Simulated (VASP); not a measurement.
Level of theory: HSE06 screened hybrid, VASP's PBE PAW potentials (set 64) (plane waves; VASP 6.6.1).

VASP ran on this input.

INCAR:
```
! general
SYSTEM    =  GaGe63
PREC      =  Normal
ENCUT     =  400   ! plane-wave cut-off (eV)
LREAL     =  Auto
LASPH     =  .TRUE.   ! aspherical one-centre terms
ISYM      =  0

! electronic loop
EDIFF     =  1E-5
NELM      =  50
NELMIN    =  4
ALGO      =  Normal   ! blocked Davidson
LMAXMIX   =  4

! smearing
ISMEAR    =  0   ! Gaussian
SIGMA     =  0.05   ! width (eV)

! functional
GGA       =  PE   ! PBE
LHFCALC   =  .TRUE.
AEXX      =  0.25
HFSCREEN  =  0.2
PRECFOCK  =  Fast

! spin
ISPIN     =  2   ! spin-polarised
MAGMOM    =  64*0.0156
NUPDOWN   =  1

! ions
ISIF      =  0

! output
LWAVE     =  .FALSE.
LCHARG    =  .FALSE.
LORBIT    =  10
```

**POSCAR**
```
GaGe63
1.0
 11.5673955220   0.0000000000   0.0000000000
  0.0000000000  11.5673955220   0.0000000000
  0.0000000000   0.0000000000  11.5673955220
Ge Ga
63 1
Direct
  0.5000785471   0.9999160377   0.0000357452
  0.6248917904   0.1250950354   0.1250898744
  0.7499629145   0.2498043006   0.9997320269
  0.8751892905   0.3750965941   0.1248386226
  0.7499618961   0.9992571326   0.2500804799
  0.8752226419   0.1248981681   0.3749667657
  0.0000413287   0.9998221302   0.9999566674
  0.1248065820   0.1250807873   0.1249466470
  0.2502271414   0.2499120304   0.0004869972
  0.3754091694   0.3754896659   0.1256146352
  0.5000050629   0.4997760821   0.9999932330
  0.6246969886   0.6249277050   0.1252039735
  0.7499590660   0.7498043803   0.0003173323
  0.8750648607   0.8753363894   0.1249357710
  0.2502105923   0.0004381464   0.2501429873
  0.3753513574   0.1259416835   0.3754043145
  0.5009276200   0.2506212130   0.2507560159
  0.6246686187   0.3764838568   0.3763081052
  0.7499916729   0.4996560488   0.2501067189
  0.8746179631   0.6251285059   0.3754748651
  0.5000255891   0.9998576223   0.4999098453
  0.6246236795   0.1254848099   0.6247725810
  0.7499920733   0.2500184970   0.4997070808
  0.8749256910   0.3753520530   0.6248349002
  0.7498903480   0.0002488180   0.7498007655
  0.8750480160   0.1250940805   0.8751820553
  0.0000114000   0.4997075011   0.0000989315
  0.1247237850   0.6252515982   0.1248927803
  0.2500544396   0.7498480370   0.9997148422
  0.3747966420   0.8755503864   0.1247858056
  0.0005506192   0.2499254022   0.2500769480
  0.1254429735   0.3755267228   0.3753676828
  0.2505933224   0.5003176972   0.2504146928
  0.3756445091   0.6251198204   0.3757447770
  0.4998279978   0.7497626298   0.2500860214
  0.6248614067   0.8748062436   0.3755179585
  0.9999637653   0.9997945810   0.4999280496
  0.1247667602   0.1249438073   0.6250491492
  0.2503844385   0.2502085759   0.5006027742
  0.3747841940   0.3759673641   0.6256769730
  0.6244367191   0.6243823974   0.6255688229
  0.7494074925   0.7490979147   0.5007640306
  0.8749873656   0.8752950683   0.6250240395
  0.2501442799   0.9993238969   0.7498261080
  0.3748725289   0.1248238107   0.8753702726
  0.4997798936   0.2498986342   0.7500068286
  0.6246998753   0.3752526311   0.8750633789
  0.7502307763   0.4996809822   0.7502567458
  0.8754134826   0.6253252548   0.8755003998
  0.9996528070   0.7498321855   0.2501035092
  0.1246152791   0.8756112075   0.3749387592
  0.0000548745   0.4998207083   0.4998854714
  0.1249899476   0.6251002511   0.6247164826
  0.2502078559   0.7497891657   0.4995746922
  0.3752212798   0.8750080129   0.6248484033
  0.9997698858   0.2498539982   0.7498994719
  0.1243847625   0.3750291898   0.8756594357
  0.2495089636   0.4999668179   0.7505282417
  0.3751424217   0.6251450614   0.8751386849
  0.5002643489   0.7497947197   0.7500565391
  0.6250163317   0.8755889230   0.8754276003
  0.0004125088   0.7498280348   0.7497752339
  0.1248234536   0.8753143076   0.8751753835
  0.4996131114   0.4998666851   0.5006100720
```

KPOINTS:
```
Automatic mesh
0
Gamma
1 1 1
0 0 0
```

POTCAR, in this order: Ge Ga (PBE.64 set). Program: vasp_gam. Read from the step before: WAVECAR.

Output

### OUTCAR
```
 ion  position               nearest neighbor table
   1  0.500  1.000  0.000-  61 2.50  30 2.50  45 2.50   2 2.50
   2  0.625  0.125  0.125-   1 2.50   3 2.51  17 2.51   5 2.51
   3  0.750  0.250  1.000-  26 2.50   2 2.51  47 2.51   4 2.51
   4  0.875  0.375  0.125-  27 2.50  19 2.50   3 2.51  31 2.51
   5  0.750  0.999  0.250-  14 2.50  36 2.50   6 2.51   2 2.51
   6  0.875  0.125  0.375-  37 2.50  23 2.51  31 2.51   5 2.51
   7  0.000  1.000  1.000-  63 2.50  14 2.50   8 2.50  26 2.50
   8  0.125  0.125  0.125-  31 2.50   9 2.50   7 2.50  15 2.51
   9  0.250  0.250  0.000-   8 2.50  45 2.50  57 2.51  10 2.51
  10  0.375  0.375  0.126-  33 2.50  11 2.50  17 2.51   9 2.51
  11  0.500  0.500  1.000-  47 2.50  10 2.50  12 2.50  59 2.50
  12  0.625  0.625  0.125-  35 2.50  13 2.50  11 2.50  19 2.51
  13  0.750  0.750  0.000-  49 2.50  12 2.50  14 2.51  61 2.51
  14  0.875  0.875  0.125-   5 2.50   7 2.50  13 2.51  50 2.51
  15  0.250  0.000  0.250-  30 2.50  51 2.51   8 2.51  16 2.51
  16  0.375  0.126  0.375-  39 2.50  17 2.50  21 2.51  15 2.51
  17  0.501  0.251  0.251-  16 2.50   2 2.51  18 2.51  10 2.51
  18  0.625  0.376  0.376-  64 2.49  19 2.50  17 2.51  23 2.51
  19  0.750  0.500  0.250-  18 2.50   4 2.50  20 2.51  12 2.51
  20  0.875  0.625  0.375-  42 2.50  50 2.51  52 2.51  19 2.51
  21  0.500  1.000  0.500-  36 2.50  55 2.50  22 2.51  16 2.51
  22  0.625  0.125  0.625-  46 2.50  23 2.50  21 2.51  25 2.51
  23  0.750  0.250  0.500-  22 2.50   6 2.51  18 2.51  24 2.51
  24  0.875  0.375  0.625-  48 2.50  52 2.50  23 2.51  56 2.51
  25  0.750  0.000  0.750-  43 2.50  61 2.51  26 2.51  22 2.51
  26  0.875  0.125  0.875-   3 2.50  56 2.50   7 2.50  25 2.51
  27  0.000  0.500  0.000-  57 2.49   4 2.50  49 2.50  28 2.50
  28  0.125  0.625  0.125-  50 2.50  27 2.50  29 2.51  33 2.51
  29  0.250  0.750  1.000-  59 2.50  28 2.51  63 2.51  30 2.51
  30  0.375  0.876  0.125-   1 2.50  15 2.50  29 2.51  35 2.51
  31  0.001  0.250  0.250-   8 2.50   6 2.51   4 2.51  32 2.51
  32  0.125  0.376  0.375-  52 2.50  33 2.50  39 2.51  31 2.51
  33  0.251  0.500  0.250-  10 2.50  32 2.50  34 2.51  28 2.51
  34  0.376  0.625  0.376-  54 2.50  64 2.50  35 2.50  33 2.51
  35  0.500  0.750  0.250-  34 2.50  12 2.50  36 2.51  30 2.51
  36  0.625  0.875  0.376-  21 2.50   5 2.50  42 2.51  35 2.51
  37  1.000  1.000  0.500-  51 2.50  43 2.50   6 2.50  38 2.50
  38  0.125  0.125  0.625-  56 2.50  37 2.50  39 2.51  44 2.51
  39  0.250  0.250  0.501-  16 2.50  40 2.51  38 2.51  32 2.51
  40  0.375  0.376  0.626-  64 2.50  58 2.50  39 2.51  46 2.51
  41  0.624  0.624  0.626-  60 2.50  64 2.50  42 2.50  48 2.51
  42  0.749  0.749  0.501-  20 2.50  41 2.50  36 2.51  43 2.51
  43  0.875  0.875  0.625-  37 2.50  25 2.50  62 2.51  42 2.51
  44  0.250  0.999  0.750-  55 2.50  63 2.50  45 2.51  38 2.51
  45  0.375  0.125  0.875-   1 2.50   9 2.50  46 2.51  44 2.51
  46  0.500  0.250  0.750-  22 2.50  47 2.51  45 2.51  40 2.51
  47  0.625  0.375  0.875-  11 2.50  48 2.50  46 2.51   3 2.51
  48  0.750  0.500  0.750-  24 2.50  47 2.50  41 2.51  49 2.51
  49  0.875  0.625  0.876-  13 2.50  27 2.50  62 2.51  48 2.51
  50  1.000  0.750  0.250-  28 2.50  20 2.51  14 2.51  51 2.51
  51  0.125  0.876  0.375-  37 2.50  15 2.51  50 2.51  54 2.51
  52  0.000  0.500  0.500-  32 2.50  24 2.50  53 2.50  20 2.51
  53  0.125  0.625  0.625-  62 2.50  52 2.50  54 2.50  58 2.51
  54  0.250  0.750  0.500-  34 2.50  53 2.50  55 2.51  51 2.51
  55  0.375  0.875  0.625-  44 2.50  21 2.50  60 2.51  54 2.51
  56  1.000  0.250  0.750-  38 2.50  26 2.50  24 2.51  57 2.51
  57  0.124  0.375  0.876-  27 2.49  58 2.51  56 2.51   9 2.51
  58  0.250  0.500  0.751-  40 2.50  57 2.51  59 2.51  53 2.51
  59  0.375  0.625  0.875-  29 2.50  60 2.50  11 2.50  58 2.51
  60  0.500  0.750  0.750-  41 2.50  59 2.50  55 2.51  61 2.51
  61  0.625  0.876  0.875-   1 2.50  25 2.51  13 2.51  60 2.51
  62  0.000  0.750  0.750-  53 2.50  49 2.51  63 2.51  43 2.51
  63  0.125  0.875  0.875-   7 2.50  44 2.50  29 2.51  62 2.51
  64  0.500  0.500  0.501-  18 2.49  40 2.50  34 2.50  41 2.50
 Subroutine IBZKPT returns following result:
 Found      1 irreducible k-points:

 Following reciprocal coordinates:
            Coordinates               Weight
  0.000000  0.000000  0.000000      1.000000
 Subroutine IBZKPT_HF returns following result:
   k-points           NKPTS =      1   k-points in BZ     NKDIM =      1   number of bands    NBANDS=    160
   number of dos      NEDOS =    301   number of ions     NIONS =     64
   total plane-waves  NPLWV = 216000
...
```

### OSZICAR
```
       N       E                     dE             d eps       ncg     rms          rms(c)
DAV:   1    -0.330986144213E+03   -0.33099E+03   -0.22051E+01   640   0.116E+01    0.699E+00
DAV:   2    -0.331456725284E+03   -0.47058E+00   -0.10178E+00   680   0.111E+00    0.473E+00
DAV:   3    -0.331501694759E+03   -0.44969E-01   -0.20745E-01   720   0.457E-01    0.296E+00
DAV:   4    -0.331567150013E+03   -0.65455E-01   -0.51957E-02   712   0.393E-01    0.183E+00
DAV:   5    -0.331567927073E+03   -0.77706E-03   -0.32035E-02   672   0.318E-01    0.106E+00
DAV:   6    -0.331561732161E+03    0.61949E-02   -0.10878E-02   704   0.181E-01    0.594E-01
DAV:   7    -0.331559055006E+03    0.26772E-02   -0.15845E-03   704   0.741E-02    0.343E-01
DAV:   8    -0.331558074604E+03    0.98040E-03   -0.40644E-04   696   0.386E-02    0.195E-01
DAV:   9    -0.331557756915E+03    0.31769E-03   -0.16058E-04   712   0.243E-02    0.110E-01
DAV:  10    -0.331557664112E+03    0.92803E-04   -0.57041E-05   680   0.149E-02    0.623E-02
DAV:  11    -0.331557641546E+03    0.22565E-04   -0.19911E-05   416   0.953E-03    0.362E-02
DAV:  12    -0.331557639647E+03    0.18997E-05   -0.11479E-05   384   0.726E-03
   1 F= -.33155764E+03 E0= -.33155743E+03  d E =-.425203E-03  mag=     1.0000
```

OUTCAR:
```
------------------------ aborting loop because EDIFF is reached ----------------------------------------
  volume of cell :     1547.77
      direct lattice vectors                 reciprocal lattice vectors
    11.567395522  0.000000000  0.000000000     0.086449884  0.000000000  0.000000000
     0.000000000 11.567395522  0.000000000     0.000000000  0.086449884  0.000000000
     0.000000000  0.000000000 11.567395522     0.000000000  0.000000000  0.086449884
 POSITION                                       TOTAL-FORCE (eV/Angst)
 -----------------------------------------------------------------------------------
      5.78461     11.56642      0.00041        -0.031687     -0.102379      0.018376
      7.22837      1.44702      1.44696        -0.058914      0.093186      0.007288
      8.67512      2.88959     11.56430        -0.014883     -0.089973      0.053598
     10.12366      4.33889      1.44406         0.005950      0.193248      0.014524
      8.67511     11.55880      2.89278        -0.015440     -0.033156      0.010375
     10.12405      1.44475      4.33739         0.003328      0.107798      0.079879
      0.00048     11.56534     11.56689        -0.021905     -0.074182      0.005411
      1.44369      1.44686      1.44531         0.065789      0.125935      0.030294
      2.89448      2.89083      0.00563        -0.020085     -0.087811     -0.023267
      4.34251      4.34344      1.45303        -0.020778      0.045723      0.020121
      5.78376      5.78111     11.56732        -0.017455     -0.052214      0.011840
      7.22612      7.22879      1.44828         0.065467      0.113272      0.016346
      8.67507      8.67328      0.00367        -0.025653     -0.099170     -0.035745
     10.12222     10.12536      1.44518        -0.016917      0.045594      0.027884
      2.89428      0.00507      2.89350        -0.013610     -0.120034      0.007849
      4.34184      1.45682      4.34245        -0.013527      0.091006     -0.040725
      5.79443      2.89903      2.90059         0.139980     -0.135083     -0.038978
      7.22579      4.35494      4.35290        -0.081610      0.199820      0.079543
      8.67545      5.77972      2.89308        -0.001100     -0.256824     -0.005372
     10.11705      7.23111      4.34327        -0.000216      0.096471     -0.060259
      5.78399     11.56575      5.78265        -0.018982     -0.062473      0.007788
      7.22527      1.45153      7.22699         0.060071      0.105508      0.028514
      8.67545      2.89206      5.78031         0.009821     -0.120548     -0.158927
     10.12061      4.34185      7.22771        -0.016145      0.039989      0.034127
      8.67428      0.00288      8.67324        -0.018636     -0.130625      0.008755
     10.12203      1.44701     10.12358        -0.020139      0.120745     -0.051811
      0.00013      5.78031      0.00114        -0.024825     -0.143728      0.021300
      1.44273      7.23253      1.44468         0.033155      0.044558      0.013490
      2.89248      8.67379     11.56410        -0.017247     -0.093671      0.059304
      4.33542     10.12784      1.44345         0.106060      0.090439      0.006116
      0.00637      2.89099      2.89274        -0.054497     -0.084911      0.007257
      1.45105      4.34387      4.34203         0.047100      0.045234     -0.044752
      2.89871      5.78737      2.89665        -0.039863      0.022803     -0.012030
      4.34523      7.23101      4.34639         0.092414      0.082252      0.064804
      5.78171      8.67280      2.89284        -0.187655     -0.072550     -0.001530
      7.22802     10.11923      4.34376         0.053889      0.063455     -0.065370
     11.56698     11.56502      5.78287        -0.024789     -0.102643      0.013311
      1.44323      1.44527      7.23019         0.029566      0.093337     -0.093990
      2.89630      2.89426      5.79067        -0.059579     -0.124269      0.182982
      4.33528      4.34896      7.23745         0.154744      0.231239     -0.147228
      7.22311      7.22248      7.23620        -0.062282      0.093633     -0.092942
      8.66869      8.66511      5.79254         0.001079     -0.067963      0.169525
     10.12132     10.12488      7.22990         0.021403      0.095463     -0.076305
      2.89352     11.55957      8.67354        -0.028027     -0.035154      0.016644
      4.33630      1.44389     10.12575         0.112884      0.108857     -0.024015
      5.78115      2.89068      8.67563        -0.206609     -0.113289      0.036105
      7.22615      4.34070     10.12220         0.065855      0.042994     -0.043338
      8.67822      5.78001      8.67852        -0.014298      0.032583      0.015657
     10.12625      7.23338     10.12726         0.004325      0.050416     -0.025905
     11.56338      8.67361      2.89305         0.022394     -0.098114      0.015076
      1.44147     10.12854      4.33706         0.030577      0.089638      0.071106
      0.00063      5.78162      5.78237        -0.019752     -0.052352      0.009067
      1.44581      7.23078      7.22634         0.051723      0.103902      0.037105
      2.89425      8.67311      5.77878        -0.033110     -0.073073     -0.157383
      4.34033     10.12156      7.22787        -0.030907      0.056302      0.031754
     11.56473      2.89016      8.67438         0.021427     -0.090034      0.015944
      1.43881      4.33811     10.12910         0.044303      0.198113     -0.019886
      2.88617      5.78331      8.68166        -0.034950     -0.269086      0.022375
      4.33942      7.23130     10.12308        -0.031075      0.102838     -0.037968
      5.78676      8.67317      8.67620         0.151818     -0.083827      0.018440
      7.22981     10.12828     10.12642        -0.051498      0.093327     -0.009267
      0.00477      8.67356      8.67295        -0.071107     -0.092525      0.004558
      1.44388     10.12511     10.12350         0.056659      0.049788     -0.050390
      5.77922      5.78216      5.79075        -0.032030     -0.207806      0.022953
 -----------------------------------------------------------------------------------
    total drift:                                0.056387     -0.039564      0.050935
  FREE ENERGIE OF THE ION-ELECTRON SYSTEM (eV)
  ---------------------------------------------------
  free  energy   TOTEN  =      -331.5576396468 eV

  energy  without entropy=     -331.5572144438  energy(sigma->0) =     -331.55742705

  exchange ACFDT corr.  =         0.00000000  see jH, gK, PRB 81, 115126

 total charge

# of ion       s       p       d       tot
------------------------------------------
    1        1.113   1.266   0.059   2.438
    2        1.113   1.261   0.058   2.432
    3        1.112   1.261   0.058   2.432
    4        1.113   1.262   0.058   2.433
    5        1.112   1.261   0.058   2.431
    6        1.113   1.261   0.058   2.432
    7        1.112   1.265   0.059   2.436
    8        1.112   1.263   0.059   2.434
    9        1.112   1.260   0.058   2.430
   10        1.112   1.261   0.058   2.431
   11        1.111   1.265   0.059   2.435
   12        1.112   1.262   0.059   2.432
   13        1.112   1.261   0.058   2.432
   14        1.113   1.263   0.059   2.434
   15        1.112   1.260   0.058   2.431
   16        1.112   1.261   0.058   2.431
   17        1.113   1.260   0.059   2.431
   18        1.120   1.274   0.053   2.447
   19        1.112   1.262   0.059   2.432
   20        1.112   1.261   0.059   2.432
   21        1.111   1.264   0.059   2.434
   22        1.112   1.261   0.059   2.432
   23        1.112   1.260   0.059   2.431
   24        1.112   1.262   0.059   2.432
...
```
(Selected blocks of OUTCAR.)

The supercell is sampled at Γ alone, which is coarse: total energies, pressure and levels can be off, energies of defects by several tenths of an eV.

The cell is a supercell with a defect, built from Ge (diamond): Ga_Ge. The cell's shape comes from a PBE relaxation.
